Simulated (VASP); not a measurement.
Output of a VASP run:

OSZICAR:
```
       N       E                     dE             d eps       ncg     rms          rms(c)
DAV:   1    -0.867238867664E+01   -0.86724E+01   -0.14899E-01   288   0.449E+00    0.293E-01
DAV:   2    -0.867272472978E+01   -0.33605E-03   -0.28535E-03   344   0.555E-01    0.163E-01
DAV:   3    -0.867261669371E+01    0.10804E-03   -0.49761E-04   371   0.158E-01    0.931E-02
DAV:   4    -0.867261260958E+01    0.40841E-05   -0.66131E-05   336   0.576E-02    0.594E-02
DAV:   5    -0.867260953524E+01    0.30743E-05   -0.35036E-06   393   0.182E-02    0.374E-02
DAV:   6    -0.867260759186E+01    0.19434E-05   -0.41483E-07   299   0.676E-03    0.224E-02
DAV:   7    -0.867260690660E+01    0.68525E-06   -0.34386E-07   186   0.566E-03
   1 F= -.86726069E+01 E0= -.86726069E+01  d E =-.134879E-21
       N       E                     dE             ncg
```

OUTCAR:
```
------------------------ aborting loop because EDIFF is reached ----------------------------------------
  FORCE on cell =-STRESS in cart. coord.  units (eV):
  Direction    XX          YY          ZZ          XY          YZ          ZX
  --------------------------------------------------------------------------------------
  Total       -0.3738046     -0.3738046     -0.3738046     -0.0000000      0.0000000      0.0000000
  in kB      -17.6411057    -17.6411057    -17.6411057     -0.0000000      0.0000000      0.0000000
  external PRESSURE =     -17.6411057 kB  Pullay stress =       0.0000000 kB
  volume of cell :       33.95
      direct lattice vectors                 reciprocal lattice vectors
     0.000000000  2.570000000  2.570000000    -0.194552529  0.194552529  0.194552529
     2.570000000  0.000000000  2.570000000     0.194552529 -0.194552529  0.194552529
     2.570000000  2.570000000  0.000000000     0.194552529  0.194552529 -0.194552529
  FREE ENERGIE OF THE ION-ELECTRON SYSTEM (eV)
  ---------------------------------------------------
  free  energy   TOTEN  =        -8.6726069066 eV

  energy  without entropy=       -8.6726069066  energy(sigma->0) =       -8.67260691

  exchange ACFDT corr.  =         0.00000000  see jH, gK, PRB 81, 115126
```
(Selected blocks of OUTCAR.)

### POSCAR
```
LiCl
1
    0.0000000000     2.5700000000     2.5700000000
    2.5700000000     0.0000000000     2.5700000000
    2.5700000000     2.5700000000     0.0000000000
Li Cl
1 1
Direct
  0.0000000000   0.0000000000   0.0000000000
  0.5000000000   0.5000000000   0.5000000000
```

Write an INCAR and KPOINTS that could have produced this output.

One answer among several that fit: the input of the run itself, HSEsol screened hybrid, plane waves, VASP's PBE PAW potentials (set 64).

KPOINTS:
```
Automatic mesh
0
Gamma
6 6 6
0 0 0
```

**INCAR**
```
SYSTEM = LiCl
PREC = Accurate
ENCUT = 520
EDIFF = 1E-6
NELM = 60
ALGO = Normal
LREAL = .FALSE.
LASPH = .TRUE.
ISMEAR = 0
SIGMA = 0.05
GGA = PS
HFSCREEN = 0.2
AEXX = 0.25
LHFCALC = .TRUE.
PRECFOCK = Fast
ISYM = 3
LWAVE = .FALSE.
LCHARG = .FALSE.
ISIF = 2
```

KPOINTS_OPT:
```
named points and PBE's band edges
10
Reciprocal
  0.000000   0.000000   0.000000 1 ! GAMMA
  0.500000   0.000000   0.500000 1 ! X
  0.500000   0.500000   0.500000 1 ! L
  0.500000   0.250000   0.750000 1 ! W
  0.375000   0.375000   0.750000 1 ! K
  0.625000   0.250000   0.625000 1 ! U
  0.080360   0.080360   0.160710 1 ! near an edge
  0.107140   0.107140   0.214290 1 ! near an edge
  0.053570   0.053570   0.107140 1 ! near an edge
  0.035710   0.035710   0.035710 1 ! near an edge
```

POTCAR, in this order: Li_sv Cl (PBE.64 set). Program: vasp_std. Read from the step before: WAVECAR.

The compound is LiCl in the rock salt structure. The cell was not relaxed at this level.
